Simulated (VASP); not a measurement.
For cubic AgBr (rock salt), PBE GGA, VASP's PBE PAW potentials (set 64) in VASP gives ε∞ = 5.89, a static ε₀ = 16.31 and a transverse optical mode at 70 cm⁻¹.

Q: Estimate the longitudinal optical frequency at Γ.

A: By the Lyddane-Sachs-Teller relation, ω_LO = ω_TO √(ε₀/ε∞) = 70 × √(16.31/5.89) = 116 cm⁻¹.

Measured: ε∞ 4.70 at 300 K (computed value off by +25.4 %), as given by Rakita et al., (2019), arXiv:1907.03971.

The compound is AgBr in the rock salt structure. It was relaxed first.
